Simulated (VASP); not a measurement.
# GW on AlN, part 2 of 5

How does the gap of AlN change from the starting functional to GW? The cell is of the wurtzite type, one of the forms listed for this formula. The start is a cell from a database of measured crystal structures.

VASP 6.6.1, plane waves and PAW; the level of theory is named at each step.

So far, quasiparticle gap on the mesh (eV): step 3 (G0W0, functional PBE, start PBE) 5.67. Also gap on the k-mesh (eV): step 2 (empty bands, functional PBE) 4.20.

The database entry behind the starting cell differs from later determinations by our own check (inner coordinate u about 0.002 short), so it need not match the best structure at ambient conditions.

## 4. Orbitals for another starting point

This step: PBE; plane waves and PAW (Al_GW, N_GW) (VASP 6.6.1).

A hybrid converges faster from good orbitals, so a cheap PBE run writes WAVECAR first.

INCAR reads:

```
SYSTEM = AlN
PREC = Accurate
ENCUT = 450
EDIFF = 1E-05
NELM = 100
ISMEAR = 0
SIGMA = 0.01
LREAL = .FALSE.
ALGO = Normal
GGA = PE
NBANDS = 14
LORBIT = 11
LWAVE = .TRUE.
LCHARG = .FALSE.
KPAR = 2
NCORE = 4
```

POSCAR reads:

```
AlN
1.0
    3.1130000000      0.0000000000      0.0000000000
   -1.5565000000      2.6959370820      0.0000000000
    0.0000000000      0.0000000000      4.9810000000
Al N
2 2
Direct
    0.6666666667      0.3333333333      0.5000000000
    0.3333333333      0.6666666667      0.0000000000
    0.6666666667      0.3333333333      0.8800000000
    0.3333333333      0.6666666667      0.3800000000
```

KPOINTS reads:

```
Automatic mesh
0
Gamma
3 3 2
0 0 0
```

PAW data sets: Al_GW and N_GW (PBE family, release 64).

Started as:

```console
$ mpirun -np 8 vasp_std
```

Log:

```text
[banner, memory and clock lines left out]
running    8 mpi-ranks, on    1 nodes
 distrk:  each k-point on    4 cores,    2 groups
 distr:  one band on    4 cores,    1 groups

 POSCAR found type information on POSCAR AlN
 POSCAR found :  2 types and       4 ions
 LDA part: xc-table for (Slater+PW92), standard interpolation
 POSCAR, INCAR and KPOINTS ok, starting setup
 FFT: planning ... GRIDC
 FFT: planning ... GRID_SOFT
 FFT: planning ... GRID
 WAVECAR not read
 entering main loop
       N       E                     dE             d eps       ncg     rms          rms(c)
DAV:   1     0.588565084356E+02    0.58857E+02   -0.67769E+03   168   0.916E+02
DAV:   2    -0.301425135060E+02   -0.88999E+02   -0.82572E+02   256   0.258E+02
DAV:   3    -0.344036470156E+02   -0.42611E+01   -0.42430E+01   240   0.495E+01
DAV:   4    -0.344549392435E+02   -0.51292E-01   -0.51285E-01   180   0.716E+00
DAV:   5    -0.344564656851E+02   -0.15264E-02   -0.15263E-02   240   0.109E+00    0.122E+01
DAV:   6    -0.296454678471E+02    0.48110E+01   -0.13497E+01   242   0.358E+01    0.305E+00
DAV:   7    -0.296394072176E+02    0.60606E-02   -0.62039E-01   180   0.534E+00    0.213E+00
DAV:   8    -0.296354237049E+02    0.39835E-02   -0.90008E-02   168   0.506E+00    0.568E-01
DAV:   9    -0.296296300700E+02    0.57936E-02   -0.27969E-02   274   0.187E+00    0.132E-01
DAV:  10    -0.296297659645E+02   -0.13589E-03   -0.12062E-03   192   0.332E-01    0.692E-02
DAV:  11    -0.296297242625E+02    0.41702E-04   -0.24389E-04   282   0.171E-01    0.102E-02
DAV:  12    -0.296297266300E+02   -0.23676E-05   -0.50191E-06   138   0.198E-02
   1 F= -.29629727E+02 E0= -.29629727E+02  d E =-.745458E-16
 writing wavefunctions
```

Run time: 1.8 s. Hardware: 8 MPI ranks of AMD EPYC 7R32 (Zen 2), shared host; peak memory 0.68 GiB; 7.5 s of CPU time.

OUTCAR, selected parts (step 4):

```text
 Found      6 irreducible k-points:

   k-points           NKPTS =      6   k-points in BZ     NKDIM =      6   number of bands    NBANDS=     14

   NELECT =      16.0000    total number of electrons

 E-fermi :   5.2151

 k-point     1 :       0.0000    0.0000    0.0000
  band No.  band energies     occupation
    ...
      4       4.3252      2.00000
      5       4.3252      2.00000
      6       4.9846      2.00000
      7       4.9846      2.00000
      8       5.1612      2.00000
      9       9.3575      0.00000
     10      11.7863      0.00000
     11      15.7609      0.00000
     12      16.2732      0.00000
     13      16.2732      0.00000
    ...

 k-point     2 :       0.3333    0.0000    0.0000
  band No.  band energies     occupation
    ...
      4       0.7269      2.00000
      5       1.8557      2.00000
      6       3.3371      2.00000
      7       4.2861      2.00000
      8       4.6440      2.00000
      9      11.3733      0.00000
     10      11.8401      0.00000
     11      13.1038      0.00000
     12      15.4742      0.00000
     13      16.4894      0.00000
    ...

  Total        0.3678417      0.3678417      0.2711116      0.0000000      0.0000000      0.0000000
  in kB       14.0982792     14.0982792     10.3909028      0.0000000      0.0000000      0.0000000
  external PRESSURE =      12.8624871 kB  Pullay stress =       0.0000000 kB

 POSITION                                       TOTAL-FORCE (eV/Angst)
 -----------------------------------------------------------------------------------
      1.55650      0.89865      2.49050        -0.000000     -0.000000     -0.198759
     -0.00000      1.79729      0.00000         0.000000     -0.000000     -0.198759
      1.55650      0.89865      4.38328         0.000000      0.000000      0.198759
     -0.00000      1.79729      1.89278        -0.000000      0.000000      0.198759
 -----------------------------------------------------------------------------------
    total drift:                               -0.000000     -0.000000     -0.001109

  FREE ENERGIE OF THE ION-ELECTRON SYSTEM (eV)
  ---------------------------------------------------
  free  energy   TOTEN  =       -29.6297266300 eV

  energy  without entropy=      -29.6297266300  energy(sigma->0) =      -29.62972663

 total charge
# of ion       s       p       d       tot
------------------------------------------
    1        0.429   0.553   0.218   1.199
    2        0.429   0.553   0.218   1.199
    3        1.186   2.584   0.000   3.769
    4        1.186   2.584   0.000   3.769
--------------------------------------------------
tot          3.228   6.273   0.436   9.937

[... 8 parts as in an earlier step ...]

[... 5 further parts left out ...]
```

Numbers from this step:

```yaml
free_energy_toten: -29.63 eV
fermi_energy: 5.215 eV
pressure: 1.286 GPa
gap_on_the_k_mesh: 4.196 eV
least_direct_gap_on_the_k_mesh: 4.196 eV
```

The run ends at a pressure of 1.29 GPa, with forces up to 0.20 eV/Å.

## 5. Another starting point, functional HSE with 0.08 exact exchange

This step: HSE with 0.08 exact exchange; plane waves and PAW (Al_GW, N_GW) (VASP 6.6.1).

To see how much the result owes to its start, the ground state is made again with HSE with 0.08 exact exchange. A small SIGMA keeps every occupation at zero or full.

INCAR reads:

```
SYSTEM = AlN
PREC = Accurate
ENCUT = 450
EDIFF = 1E-08
NELM = 100
ISMEAR = 0
SIGMA = 0.01
LREAL = .FALSE.
ALGO = Normal
LHFCALC = .TRUE.
AEXX = 0.08
GGA = PE
LASPH = .TRUE.
NBANDS = 14
PRECFOCK = Fast
LORBIT = 11
LWAVE = .TRUE.
LCHARG = .FALSE.
KPAR = 2
HFSCREEN = 0.2
```

POSCAR is that of step 4.

KPOINTS is that of step 4.

The run starts from files that an earlier step left in the folder.

Started as:

```console
$ mpirun -np 8 vasp_std
```

Log:

```text
[banner, memory and clock lines left out]
running    8 mpi-ranks, on    1 nodes
 distrk:  each k-point on    4 cores,    2 groups
 distr:  one band on    1 cores,    4 groups

 POSCAR found type information on POSCAR AlN
 POSCAR found :  2 types and       4 ions
 [... a notice as in an earlier step ...]

 LDA part: xc-table for (Slater+PW92), standard interpolation
|                                                                             |
|           W    W    AA    RRRRR   N    N  II  N    N   GGGG   !!!           |
|           W    W   A  A   R    R  NN   N  II  NN   N  G    G  !!!           |
|           W    W  A    A  R    R  N N  N  II  N N  N  G       !!!           |
|           W WW W  AAAAAA  RRRRR   N  N N  II  N  N N  G  GGG   !            |
|           WW  WW  A    A  R   R   N   NN  II  N   NN  G    G                |
|           W    W  A    A  R    R  N    N  II  N    N   GGGG   !!!           |
|                                                                             |
|     The number of bands has been changed from the values supplied in        |
|     The orbitals not found in the WAVECAR file will be initialized with     |
|     random numbers, which is usually adequate. For correlated               |
|     calculations, however, you should redo the groundstate calculation.     |
|     I found NBANDS = 14. Now, NBANDS = 16.                                  |
|                                                                             |

 found WAVECAR, reading the header
  number of bands has changed, file:    14 present:    16
  trying to continue reading WAVECAR, but it might fail
 POSCAR, INCAR and KPOINTS ok, starting setup
 FFT: planning ... GRIDC
 FFT: planning ... GRID_SOFT
 FFT: planning ... GRID
 reading WAVECAR
 random initialization beyond band           14
 the WAVECAR file was read successfully
 initial charge from wavefunction
 entering main loop
       N       E                     dE             d eps       ncg     rms          rms(c)
DAV:   1    -0.312733710515E+02   -0.31273E+02   -0.45423E-02   192   0.231E+00    0.157E-01
DAV:   2    -0.312735008450E+02   -0.12979E-03   -0.14035E-03   248   0.337E-01    0.967E-02
DAV:   3    -0.312734246124E+02    0.76233E-04   -0.39544E-05   240   0.661E-02    0.574E-02
DAV:   4    -0.312733986489E+02    0.25964E-04   -0.73230E-06   256   0.318E-02    0.343E-02
DAV:   5    -0.312733899193E+02    0.87296E-05   -0.23256E-06   248   0.196E-02    0.203E-02
DAV:   6    -0.312733869749E+02    0.29445E-05   -0.85555E-07   264   0.119E-02    0.120E-02
DAV:   7    -0.312733859845E+02    0.99036E-06   -0.31709E-07   272   0.718E-03    0.716E-03
DAV:   8    -0.312733856414E+02    0.34305E-06   -0.11812E-07   264   0.434E-03    0.428E-03
DAV:   9    -0.312733855171E+02    0.12431E-06   -0.44544E-08   272   0.264E-03    0.257E-03
DAV:  10    -0.312733854739E+02    0.43245E-07   -0.15363E-08   192   0.162E-03    0.153E-03
DAV:  11    -0.312733854550E+02    0.18879E-07   -0.98756E-09   152   0.977E-04    0.932E-04
DAV:  12    -0.312733854471E+02    0.79003E-08   -0.35044E-09   128   0.511E-04
   1 F= -.31273385E+02 E0= -.31273385E+02  d E =-.561714E-22
 writing wavefunctions
```

It took 15 s on 8 MPI ranks; peak memory 1.5 GiB.

From OUTCAR (step 5):

```text
   k-points           NKPTS =      6   k-points in BZ     NKDIM =     18   number of bands    NBANDS=     16

   NELECT =      16.0000    total number of electrons

  exchange ACFDT corr.  =         0.00000000  see jH, gK, PRB 81, 115126

 E-fermi :   4.9318

 k-point     1 :       0.0000    0.0000    0.0000
  band No.  band energies     occupation
    ...
      4       3.9882      2.00000
      5       3.9882      2.00000
      6       4.6687      2.00000
      7       4.6687      2.00000
      8       4.8661      2.00000
      9       9.5083      0.00000
     10      11.9711      0.00000
     11      16.0637      0.00000
     12      16.4984      0.00000
     13      16.4984      0.00000
    ...

 POSITION                                       TOTAL-FORCE (eV/Angst)
 -----------------------------------------------------------------------------------
      1.55650      0.89865      2.49050         0.000000     -0.000000     -0.197833
     -0.00000      1.79729      0.00000         0.000000      0.000000     -0.197833
      1.55650      0.89865      4.38328        -0.000000      0.000000      0.197833
     -0.00000      1.79729      1.89278        -0.000000     -0.000000      0.197833
 -----------------------------------------------------------------------------------
    total drift:                               -0.000000     -0.000000     -0.001619

  FREE ENERGIE OF THE ION-ELECTRON SYSTEM (eV)
  ---------------------------------------------------
  free  energy   TOTEN  =       -31.2733854471 eV

  energy  without entropy=      -31.2733854471  energy(sigma->0) =      -31.27338545

[... 8 parts as in an earlier step ...]

[... 8 further parts left out ...]
```

The k-mesh is coarse for exact exchange; levels may shift by about 0.1 eV on a finer one. The PAW data sets were made with PBE, which is usual practice but a small mismatch for other functionals.

This step gave:

* free energy (TOTEN): -31.27 eV
* Fermi energy: 4.932 eV
* gap on the k-mesh: 4.642 eV
* least direct gap on the k-mesh: 4.642 eV

## 6. Empty bands, functional HSE with 0.08 exact exchange

The next step needs empty bands that the ground-state run didn't converge, so the Hamiltonian is diagonalised exactly for NBANDS bands, in a single step. LOPTICS writes the k-derivatives of the orbitals (WAVEDER), which give the long-wavelength limit of the screening.

INCAR reads:

```
SYSTEM = AlN
PREC = Accurate
ENCUT = 450
ISMEAR = 0
SIGMA = 0.01
LREAL = .FALSE.
LHFCALC = .TRUE.
AEXX = 0.08
GGA = PE
LASPH = .TRUE.
NBANDS = 128
PRECFOCK = Fast
HFSCREEN = 0.2
ALGO = Exact
NELM = 1
LWAVE = .TRUE.
LCHARG = .FALSE.
LOPTICS = .TRUE.
NEDOS = 1000
CSHIFT = 0.1
```

POSCAR is that of step 5.

KPOINTS is that of step 5.

The WAVECAR or CHGCAR of an earlier step is read.

Started as:

```console
$ mpirun -np 8 vasp_std
```

Log:

```text
[banner, memory and clock lines left out]
running    8 mpi-ranks, on    1 nodes
[...]
[... a notice as in an earlier step ...]

 LDA part: xc-table for (Slater+PW92), standard interpolation
 found WAVECAR, reading the header
  number of bands has changed, file:    16 present:   128
  trying to continue reading WAVECAR, but it might fail
 POSCAR, INCAR and KPOINTS ok, starting setup
[...]
reading WAVECAR
 random initialization beyond band           16
 the WAVECAR file was read successfully
 initial charge from wavefunction
 entering main loop
       N       E                     dE             d eps       ncg     rms          rms(c)
DIA:   1    -0.312733854372E+02   -0.31273E+02    0.00000E+00     0   0.000E+00
   1 F= -.31273385E+02 E0= -.31273385E+02  d E =-.273094E-15
 writing wavefunctions
 optical routines
 imaginary and real dielectric function
 recalculating local potential from charge density
 direction            1
 direction            2
 direction            3
```

Wall time 42 s (8 MPI ranks); peak memory 1.8 GiB; 4.4 min of CPU time.

Parts of OUTCAR (step 6):

```text
 POSITION                                       TOTAL-FORCE (eV/Angst)
 -----------------------------------------------------------------------------------
      1.55650      0.89865      2.49050         0.000000      0.000000     -0.197839
     -0.00000      1.79729      0.00000        -0.000000      0.000000     -0.197839
      1.55650      0.89865      4.38328        -0.000000      0.000000      0.197839
     -0.00000      1.79729      1.89278         0.000000     -0.000000      0.197839
 -----------------------------------------------------------------------------------
    total drift:                                0.000000      0.000000     -0.001615

  FREE ENERGIE OF THE ION-ELECTRON SYSTEM (eV)
  ---------------------------------------------------
  free  energy   TOTEN  =       -31.2733854372 eV

  energy  without entropy=      -31.2733854372  energy(sigma->0) =      -31.27338544

[... 2 parts as in an earlier step ...]

[... 1 further part left out ...]
[key lines of the parts left out:]
E-fermi :   4.9188
```

## 7. G0W0, functional HSE with 0.08 exact exchange, start HSE with 0.08 exact exchange

This step: G0W0 on HSE with 0.08 exact exchange; plane waves and PAW (Al_GW, N_GW) (VASP 6.6.1).

One pass of GW corrects the levels to first order, with G and W from the starting orbitals.

INCAR reads:

```
SYSTEM = AlN
PREC = Accurate
ENCUT = 450
ISMEAR = 0
SIGMA = 0.01
LREAL = .FALSE.
LHFCALC = .TRUE.
AEXX = 0.08
GGA = PE
LASPH = .TRUE.
NBANDS = 128
PRECFOCK = Fast
HFSCREEN = 0.2
ALGO = EVGW0
NELMGW = 1
ENCUTGW = 120
NOMEGA = 64
NBANDSGW = 16
LWAVE = .FALSE.
LCHARG = .FALSE.
```

POSCAR is that of step 6.

KPOINTS is that of step 6.

The run starts from files that an earlier step left in the folder.

Started as:

```console
$ mpirun -np 8 vasp_std
```

Log:

```text
[banner, memory and clock lines left out]
running    8 mpi-ranks, on    1 nodes
[...]
[... a notice as in an earlier step ...]

 [... a notice as in an earlier step ...]

 LDA part: xc-table for (Slater+PW92), standard interpolation
 found WAVECAR, reading the header
 POSCAR, INCAR and KPOINTS ok, starting setup
[...]
reading WAVECAR
 the WAVECAR file was read successfully
 initial charge from wavefunction
 available memory per node:     15.82 GB, setting MAXMEM to     16196

 The Fermi energy was updated, please check that it is located mid-gap
 values below the HOMO (VB) or above the LUMO (CB) will cause erroneous energies
 E-fermi :   7.1873

 calculate exact exchange contribution
 the WAVEDER file was read successfully
energies w=
    0.000    0.000    0.613    0.000    1.225    0.000    1.835    0.000
    2.440    0.000    3.040    0.000    3.634    0.000    4.221    0.000
    4.801    0.000    5.373    0.000    5.937    0.000    6.493    0.000
[...]
total number of BLAS operations          8.62 Gflops
NQ=   2    0.3333    0.0000    0.0000,
|.........|.........|.........|.........|.........|.........|.........|.........
 performed        167000 updates of chi_q(r,r)
 total number of BLAS operations         23.04 Gflops
NQ=   3    0.3333    0.3333    0.0000,
|.........|.........|.........|.........|.........|.........|.........|.........
 performed        242000 updates of chi_q(r,r)
 total number of BLAS operations         33.09 Gflops
NQ=   4    0.0000    0.0000    0.5000,
|.........|.........|.........|.........|.........|.........|.........|.........
 performed        301000 updates of chi_q(r,r)
 total number of BLAS operations         39.46 Gflops
NQ=   5    0.3333    0.0000    0.5000,
|.........|.........|.........|.........|.........|.........|.........|.........
 performed        409000 updates of chi_q(r,r)
 total number of BLAS operations         52.78 Gflops
NQ=   6    0.3333    0.3333    0.5000,
|.........|.........|.........|.........|.........|.........|.........|.........
 performed        484000 updates of chi_q(r,r)
 total number of BLAS operations         60.63 Gflops
 resolving degeneracies of screened two electron integrals

 calculate QP shifts <psi_nk| G(iteration)W_0 |psi_nk>: iteration 1
 entering main loop
```

It took 11 s on 8 MPI ranks; peak memory 1.6 GiB; 69 s of CPU time.

Parts of OUTCAR (step 7):

```text
 QP shifts <psi_nk| G(iteration)W_0 |psi_nk>: iteration 1
 for sc-GW calculations column KS-energies equals QP-energies in previous step
 and V_xc(KS)=  KS-energies - (<T + V_ion + V_H > + <T+V_H+V_ion>^1  + <V_x>^1)
 k-point   1 :       0.0000    0.0000    0.0000
  band No.  KS-energies  QP-energies   sigma(KS)   V_xc(KS)     V^pw_x(r,r')   Z            occupation Imag(sigma)
    ...
      5       3.9882       3.3271     -17.4690     -16.6219     -20.8632       0.7805       2.0000       0.0682
      6       4.6687       4.0836     -17.8120     -17.0671     -21.0855       0.7855       2.0000       0.0638
      7       4.6687       4.0836     -17.8120     -17.0671     -21.0855       0.7855       2.0000       0.0638
      8       4.8661       4.3516     -17.7929     -17.1390     -20.9010       0.7868       2.0000       0.0598
      9       9.5084      10.2359     -11.3805     -12.2772      -7.4150       0.8113       0.0000      -0.0623
     10      11.9712      12.7298      -9.7922     -10.7217      -5.4058       0.8162       0.0000      -0.0699
     11      16.0638      17.0614     -12.2044     -13.5120      -6.9697       0.7630       0.0000      -0.1239
     12      16.4984      17.2377      -8.7137      -9.6325      -3.8374       0.8047       0.0000      -0.0969
    ...

[... 2 parts as in an earlier step ...]

[... 1 further part left out ...]
[key lines of the parts left out:]
E-fermi :   7.1873
```

GW takes the gap from 4.642 to 5.884 eV. That is +219 meV against G0W0 on PBE. The value holds for 128 bands, ENCUTGW = 120 eV and this mesh, and isn't shown to be converged in them.

(Continued in part 3 of 5.)

[Lines on the potential files, build, host, timing and source positions are cut from VASP's logs without a mark.]

[Logs are printed without paths, hosts, clocks, repeated set-up lines and the standing remarks that a program may print on its own settings, such as how far it seeks lower states.]

[Hosts, paths, dates, database ids (printed as entryN), source tags and the programs' standing remarks are cut or masked in the printed files.]

[Pressures printed for these runs are not shown converged in the cutoff: they can be off by several GPa and have the wrong sign.]
